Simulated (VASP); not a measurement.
All values below come from AM05 GGA, VASP's PBE PAW potentials (set 64) (plane waves; VASP 6.6.1).

Input for VASP

INCAR:
```
! general
SYSTEM  = HgTe
PREC    = Accurate
ENCUT   = 520   ! plane-wave cut-off (eV)
LREAL   = .FALSE.   ! projection in real space or not
LASPH   = .TRUE.

! electronic loop
EDIFF   = 1E-7   ! SCF stop (eV)
NELM    = 100   ! most electronic steps
ALGO    = Normal
LMAXMIX = 6

! smearing
ISMEAR  = -5   ! tetrahedra, Bloechl

! functional
GGA     = AM   ! AM05

! ions
ISIF    = 2

! output
LWAVE   = .FALSE.
LCHARG  = .TRUE.
LORBIT  = 11   ! lm-projected
NEDOS   = 601   ! DOS grid
```

**KPOINTS**
```
Automatic mesh
0
Gamma
11 11 11
0 0 0
```

**POSCAR**
```
HgTe
1
    0.0000000000     3.2720297433     3.2720297433
    3.2720297433     0.0000000000     3.2720297433
    3.2720297433     3.2720297433     0.0000000000
Hg Te
1 1
Direct
  0.0000000000   0.0000000000   0.0000000000
  0.2500000000   0.2500000000   0.2500000000
```

POTCAR, in this order: Hg Te (PBE.64 set). Program: vasp_std.

Output of the run:

### OSZICAR
```
       N       E                     dE             d eps       ncg     rms          rms(c)
DAV:   1     0.107830544852E+03    0.10783E+03   -0.81302E+03  1472   0.119E+03
DAV:   2     0.481248402366E+00   -0.10735E+03   -0.10258E+03  1586   0.266E+02
DAV:   3    -0.401308130199E+01   -0.44943E+01   -0.44788E+01  1791   0.564E+01
DAV:   4    -0.405797541454E+01   -0.44894E-01   -0.44889E-01  2031   0.519E+00
DAV:   5    -0.405811560215E+01   -0.14019E-03   -0.14019E-03  1776   0.274E-01    0.748E+00
DAV:   6    -0.385960472154E+01    0.19851E+00   -0.47603E-01  1666   0.100E+01    0.591E+00
DAV:   7    -0.385098298011E+01    0.86217E-02   -0.10725E-01  1641   0.254E+00    0.206E+00
DAV:   8    -0.384989728825E+01    0.10857E-02   -0.11234E-02  1511   0.142E+00    0.587E-01
DAV:   9    -0.384989189891E+01    0.53893E-05   -0.87652E-04  1771   0.357E-01    0.127E-01
DAV:  10    -0.384993431331E+01   -0.42414E-04   -0.10129E-04  1516   0.101E-01    0.469E-02
DAV:  11    -0.384995963141E+01   -0.25318E-04   -0.57910E-05  1606   0.618E-02    0.431E-02
DAV:  12    -0.384995736853E+01    0.22629E-05   -0.50012E-06  1686   0.246E-02    0.219E-02
DAV:  13    -0.384995735788E+01    0.10648E-07   -0.93506E-07  1591   0.578E-03
   1 F= -.38499574E+01 E0= -.38499574E+01  d E =0.000000E+00
```

**OUTCAR**
```
------------------------ aborting loop because EDIFF is reached ----------------------------------------
  FORCE on cell =-STRESS in cart. coord.  units (eV):
  Direction    XX          YY          ZZ          XY          YZ          ZX
  --------------------------------------------------------------------------------------
  Total       -0.0175931     -0.0175931     -0.0175931     -0.0000000     -0.0000000     -0.0000000
  in kB       -0.4023185     -0.4023185     -0.4023185     -0.0000000     -0.0000000     -0.0000000
  external PRESSURE =      -0.4023185 kB  Pullay stress =       0.0000000 kB
  volume of cell :       70.06
      direct lattice vectors                 reciprocal lattice vectors
     0.000000000  3.272029743  3.272029743    -0.152810347  0.152810347  0.152810347
     3.272029743  0.000000000  3.272029743     0.152810347 -0.152810347  0.152810347
     3.272029743  3.272029743  0.000000000     0.152810347  0.152810347 -0.152810347
 POSITION                                       TOTAL-FORCE (eV/Angst)
 -----------------------------------------------------------------------------------
      0.00000      0.00000      0.00000        -0.000000     -0.000000     -0.000000
      1.63601      1.63601      1.63601         0.000000      0.000000      0.000000
 -----------------------------------------------------------------------------------
    total drift:                               -0.000000     -0.000000     -0.000000
  FREE ENERGIE OF THE ION-ELECTRON SYSTEM (eV)
  ---------------------------------------------------
  free  energy   TOTEN  =        -3.8499573579 eV

  energy  without entropy=       -3.8499573579  energy(sigma->0) =       -3.84995736

 total charge

# of ion       s       p       d       tot
------------------------------------------
    1        0.749   0.394   9.356  10.500
    2        1.369   1.957   0.030   3.355
--------------------------------------------------
tot          2.118   2.351   9.386  13.855
```
(Selected blocks of OUTCAR.)

For a metal the tetrahedron method with Blöchl corrections gives inexact stress and forces.

The compound is HgTe in the zinc blende structure. It was relaxed first.
